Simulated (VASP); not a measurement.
Cost and result of VASP (PAW) for the bulk modulus of PbS (rock salt). Static lattice, third-order Birch-Murnaghan fit over five volumes. The cost counts the five points of the equation of state, each on the mesh and cut-off of its row, so the ratios hold those differences too. With PBE it took about 40 core-seconds. The timings are rough (shared machines, no repeats); factors under 2 mean little.

| level | k-mesh | cut-off (eV) | bulk modulus (GPa) | cost over PBE |
|---|---|---|---|---|
| LDA | 8×8×8 | 520 | 62.4 | within a factor of 2 |
| PBE | 8×8×8 | 520 | 52.8 | reference |
| PBEsol | 8×8×8 | 520 | 59.3 | within a factor of 2 |
| r2SCAN | 8×8×8 | 520 | 57.8 | about 5 times |
| SCAN | 8×8×8 | 520 | ___ | ___ |

Task: Fill in the missing entries.

Result: 
- SCAN, bulk modulus (GPa): 59.1
- SCAN, cost over PBE: about 6 times

Left out are levels that failed, ran on another kind of processor or have no fit band path; at most nine are shown.

The compound is PbS in the rock salt structure.
